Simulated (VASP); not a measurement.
Data:

```yaml
crystal:
  lattice:
    - [0.00000, 2.85521, 2.85521]
    - [2.85521, 0.00000, 2.85521]
    - [2.85521, 2.85521, 0.00000]
  atoms:
    - { symbol: Li, position: [0.25000, 0.25000, 0.25000] }
    - { symbol: Li, position: [0.75000, 0.75000, 0.75000] }
    - { symbol: S, position: [0.00000, 0.00000, 0.00000] }
```

Calculation: PBEsol GGA, VASP's PBE PAW potentials (set 64) (plane waves; VASP). Numerical set-up: 520 eV cut-off, 7×7×7 Γ-centred mesh, Gaussian smearing of 0.050 eV, potentials Li_sv S.

Task: Estimate the energy per atom (σ→0), pressure.

Result: 
energy per atom (σ→0): -4.124 eV/atom
pressure: -1.18 GPa

The absolute energy has meaning only against runs of the same code, potentials and settings.

The compound is Li2S in the antifluorite structure. This cell is one point of a volume scan, at 1.03 of the reference volume.
